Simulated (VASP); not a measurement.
Here is the system:

```
CELL_PARAMETERS angstrom
      4.58635     0.00000     0.00000
     -2.29318     3.97190     0.00000
      0.00000     0.00000     7.51139
ATOMIC_POSITIONS crystal
  Ca 0.66667 0.33333 0.00000
  Ca 0.33333 0.66667 0.50000
  Se 0.66667 0.33333 0.62520
  Se 0.33333 0.66667 0.12520
```

All values below come from PBE GGA, VASP's PBE PAW potentials (set 64) (plane waves; VASP). Numerical set-up: 300 eV cut-off, 6×6×3 Γ-centred mesh, Fermi-Dirac smearing of 0.10 eV, potentials Ca_sv Se.

At this cut-off the stress carries a Pulay error, which pulls relaxed volumes low.

Task: Estimate the energy per atom (σ→0), pressure.

Result: 
The energy per atom (σ→0) is -4.497 eV/atom and the pressure is 1.50 GPa.

Only differences to runs with the same potentials and settings are physical.

The structure was generated: CaSe was put into an ordered model structure, which need not be its known phase. The cell was not relaxed at this level.
